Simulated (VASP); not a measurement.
Input:

```xyz
1
Lattice="-3.1372 3.1372 3.1372 3.1372 -3.1372 3.1372 3.1372 3.1372 -3.1372" Properties=species:S:1:pos:R:3 pbc="T T T"
Cs     0.0000     0.0000     0.0000
```

Level of theory: r2SCAN meta-GGA, VASP's PBE PAW potentials (set 64) (plane waves; VASP). Settings: 520 eV cut-off, 9×9×9 Γ-centred mesh, tetrahedra with Blöchl corrections, potentials Cs_sv.

Task: Give the energies of bands 5 to 7 at the high-symmetry points, in eV from the Fermi level.

Result: 
```json
[
 {"band": "5", "Γ": "-1.73", "H": "0.69", "N": "0.11", "P": "0.98"},
 {"band": "6", "Γ": "2.75", "H": "0.69", "N": "0.71", "P": "0.98"},
 {"band": "7", "Γ": "2.75", "H": "3.05", "N": "1.83", "P": "0.98"}
]
```

It has no gap at this level: it comes out as a metal or semimetal.

The compound is Cs in the bcc structure. It was relaxed first, which changed the volume by +9 %.
